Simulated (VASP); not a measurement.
The input files of a VASP run:

File POSCAR:
```
Nb2Zr2C4
1.0
  0.0000000000   2.2761622164   2.2761622164
  2.2761622164   0.0000000000   2.2761622164
  9.1216862351   9.1216862351  -0.0170373695
Zr C Nb
2 4 2
direct
  0.0061914590   0.0061914590   0.9953564058
  0.9938085410   0.9938085410   0.2546435942
  0.5000000000   0.5000000000   0.1250000000
  0.4858516207   0.4858516207   0.3856112845
  0.5000000000   0.5000000000   0.6250000000
  0.5141483793   0.5141483793   0.8643887155
  0.9913293138   0.9913293138   0.5065030147
  0.0086706862   0.0086706862   0.7434969853
```

### INCAR
```
SYSTEM = Nb2Zr2C4
PREC = Accurate
ENCUT = 520
EDIFF = 1E-6
NELM = 100
ALGO = Normal
LREAL = .FALSE.
LASPH = .TRUE.
ISMEAR = 1
SIGMA = 0.1
GGA = PS
LMAXMIX = 4
LWAVE = .FALSE.
LCHARG = .FALSE.
IBRION = 2
ISIF = 3
NSW = 60
EDIFFG = -0.02
```

File KPOINTS:
```
Regular mesh
0
Gamma
  10 10 3
0 0 0
```

POTCAR, in this order: Zr_sv C Nb_sv (PBE.64 set). Program: vasp_std.

Q: Translate this PBEsol calculation to Ansatz.

A: One equivalent input (not run):
Ansatz 0.2 input:
```yaml
crystal:
  lattice:
    - [0.0000000, 2.2761622, 2.2761622]
    - [2.2761622, 0.0000000, 2.2761622]
    - [9.1216862, 9.1216862, -0.0170374]
  atoms:
    - { symbol: Zr, position: [0.0061915, 0.0061915, 0.9953564] }
    - { symbol: Zr, position: [0.9938085, 0.9938085, 0.2546436] }
    - { symbol: C, position: [0.5000000, 0.5000000, 0.1250000] }
    - { symbol: C, position: [0.4858516, 0.4858516, 0.3856113] }
    - { symbol: C, position: [0.5000000, 0.5000000, 0.6250000] }
    - { symbol: C, position: [0.5141484, 0.5141484, 0.8643887] }
    - { symbol: Nb, position: [0.9913293, 0.9913293, 0.5065030] }
    - { symbol: Nb, position: [0.0086707, 0.0086707, 0.7434970] }
kpoints:
  mp_grid: { grid: [10, 10, 3] }
hamiltonian:
  xc: pbesol
  pseudopotentials: { kind: paw }
scf:
  occupations: { method: methfessel_paxton, width: 0.1 }
  max_iter: 100
relax:
  max_steps: 60
  f_tol: 0.02
  cell: {}
output: { forces: true, stress: true, eigenvalues: true }
```
What does not carry over: each code has its own PAW files, so the cut-off isn't converted (ENCUT is set for VASP's; basis.ecutwfc is left out, and Ansatz then takes the one that its files recommend); Ansatz stops its SCF on the density residual and VASP on the energy change (EDIFF).

The structure was generated: Nb2Zr2C4 was put into an ordered model structure (R-3m), which need not be its known phase. This run relaxes it. Symmetry was kept, so distortions that lower it aren't found. The start is the result of an earlier pass.
